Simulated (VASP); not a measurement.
```yaml
crystal:
  lattice:
    - [0.00000, 2.42122, 2.42122]
    - [2.42122, 0.00000, 2.42122]
    - [2.42122, 2.42122, 0.00000]
  atoms:
    - { symbol: Be, position: [0.00000, 0.00000, 0.00000] }
    - { symbol: S, position: [0.25000, 0.25000, 0.25000] }
```

The numbers are results of PBE GGA, VASP's PBE PAW potentials (set 64) (plane waves; VASP), not measurements. Run with 480 eV cut-off, 8×8×8 Γ-centred mesh, Gaussian smearing of 0.050 eV, potentials Be S.

**Question.** Predict the energy per atom (σ→0), pressure, band gap (on the k-mesh) with the smallest direct gap where there is one.

**Answer.** 
| Quantity | Value |
|---|---|
| band gap (on the k-mesh) | 3.10 eV |
| smallest direct gap (on the k-mesh) | 5.67 eV |
| energy per atom (σ→0) | -5.005 eV/atom |
| pressure | 2.00 GPa |

Only differences to runs with the same potentials and settings are physical.

The compound is BeS in the zinc blende structure. It was relaxed first under an external pressure of 2 GPa.
